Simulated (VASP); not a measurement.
A convergence study with VASP on AgBr (rock salt): one setting is varied, all else stays as given below, so the limit is that of these other settings.

```yaml
crystal:
  lattice:
    - [0.00000, 2.88500, 2.88500]
    - [2.88500, 0.00000, 2.88500]
    - [2.88500, 2.88500, 0.00000]
  atoms:
    - { symbol: Ag, position: [0.00000, 0.00000, 0.00000] }
    - { symbol: Br, position: [0.50000, 0.50000, 0.50000] }
```

All values below come from PBE GGA, VASP's PBE PAW potentials (set 64) (plane waves; VASP 6.6.1). The tightest run used: 550 eV cut-off, 17×17×17 Γ-centred mesh, Gaussian smearing of 0.050 eV, potentials Ag Br.

| setting | E (eV/atom) | pressure (GPa) | irreducible k-points |
|---|---|---|---|
| 1×1×1 mesh | -0.4290 | 8.76 | 1 |
| 2×2×2 mesh | -2.0194 | 8.06 | 3 |
| 3×3×3 mesh | -2.4451 | 2.33 | 4 |
| 5×5×5 mesh | -2.4935 | 1.56 | 10 |

Task: These are the cheaper rows. Estimate the results at 17×17×17 mesh, and how far the last row shown lies from them.

Result: 
```tsv
quantity	tightest run	last row shown is off by
E (eV/atom)	-2.4959	0.0025
pressure (GPa)	1.50	0.06
```

Left out are rungs that failed or repeat a setting and relaxations that didn't move; long series are thinned to 24 rows.

The compound is AgBr in the rock salt structure. The cell was not relaxed at this level.
